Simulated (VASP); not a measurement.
Given:

```xyz
2
Lattice="0.0000 2.7132 2.7132 2.7132 0.0000 2.7132 2.7132 2.7132 0.0000" Properties=species:S:1:pos:R:3 pbc="T T T"
Ru     0.0000     0.0000     0.0000
As     1.3566     1.3566     1.3566
```

Level of theory: r2SCAN meta-GGA, VASP's PBE PAW potentials (set 64) (plane waves; VASP). Numerical set-up: 400 eV cut-off, 13×13×13 Γ-centred mesh, tetrahedra with Blöchl corrections, potentials Ru_pv As.

**Question.** Give the energies of bands 5 to 12 at the high-symmetry points, in eV from the Fermi level.

**Answer.** 
```json
[
 {"band": "5", "Γ": "-4.34", "X": "-5.53", "U": "-5.00", "L": "-4.76", "W": "-4.70"},
 {"band": "6", "Γ": "-4.34", "X": "-2.76", "U": "-3.16", "L": "-3.94", "W": "-3.85"},
 {"band": "7", "Γ": "-4.34", "X": "-2.76", "U": "-3.14", "L": "-3.94", "W": "-2.79"},
 {"band": "8", "Γ": "-1.51", "X": "-1.71", "U": "-2.11", "L": "-1.21", "W": "-1.59"},
 {"band": "9", "Γ": "-1.51", "X": "-0.94", "U": "-1.28", "L": "-1.21", "W": "-1.48"},
 {"band": "10", "Γ": "4.52", "X": "-0.15", "U": "-0.31", "L": "-0.59", "W": "-0.65"},
 {"band": "11", "Γ": "5.81", "X": "0.56", "U": "0.82", "L": "3.34", "W": "0.37"},
 {"band": "12", "Γ": "5.81", "X": "0.56", "U": "1.70", "L": "3.34", "W": "1.79"}
]
```

It has no gap at this level: it comes out as a metal or semimetal.

The structure was generated: RuAs was put into the zinc blende type (F-43m), which need not be its known phase. It was relaxed first, which changed the volume by -30 %. The electron count is odd and the run is not spin-polarised, which forces a metal.
